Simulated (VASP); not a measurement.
Data:

```
CELL_PARAMETERS angstrom
      3.10441     0.00000     0.00000
     -1.55221     2.68850     0.00000
      0.00000     0.00000     5.88062
ATOMIC_POSITIONS crystal
  Ti 0.00000 0.00000 0.00000
  Ti 0.00000 0.00000 0.50000
  B  0.33333 0.66667 0.25000
  B  0.66667 0.33333 0.75000
```

Computed with PBE GGA, VASP's PBE PAW potentials (set 64) (plane waves; VASP 6.6.1). Settings: 520 eV cut-off, 13×13×6 Γ-centred mesh, tetrahedra with Blöchl corrections, potentials Ti_sv B.

The cores are frozen, which limits the accuracy of field gradients.

Problem. Give the principal components of the electric field gradient (V/Å²) and the asymmetry η at each nucleus.

Solution. 
```csv
atom,Vxx,Vyy,Vzz,η
Ti1,10.3,10.3,-20.7,0.00
Ti2,10.3,10.3,-20.7,0.00
B3,7.1,7.1,-14.1,0.00
B4,7.1,7.1,-14.1,0.00
```

The structure was generated: TiB was put into the NiAs type type (P6_3/mmc), which need not be its known phase. It was relaxed first, which changed the volume by -31 %.
